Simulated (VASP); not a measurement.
Given:

```yaml
crystal:
  lattice:
    - [2.03772, -3.52944, 0.00000]
    - [2.03772, 3.52944, 0.00000]
    - [0.00000, 0.00000, 5.20860]
  atoms:
    - { symbol: Te, position: [0.33333, 0.66667, 0.26256] }
    - { symbol: Te, position: [0.66667, 0.33333, 0.73744] }
    - { symbol: Pt, position: [0.00000, 0.00000, 0.00000] }
```

All values below come from rev-vdW-DF2, VASP's PBE PAW potentials (set 64) (plane waves; VASP 6.6.1). Run with 520 eV cut-off, 10×10×7 Γ-centred mesh, tetrahedra with Blöchl corrections, potentials Te Pt.

Unless said otherwise, spin-orbit coupling is left out, though it shifts the bands of the heavy elements here.

Task: What does the run give for the energy per atom (σ→0), band gap (on the k-mesh) with the smallest direct gap where there is one?

Result: 
```
Property                                                    Result
------------------------  ----------------------------------------
band gap (on the k-mesh)  none (metal, semimetal or under 0.01 eV)
energy per atom (σ→0)                               -2.729 eV/atom
```

The absolute energy has meaning only against runs of the same code, potentials and settings.

The compound is PtTe2 in the 1T layered structure. It was relaxed first.
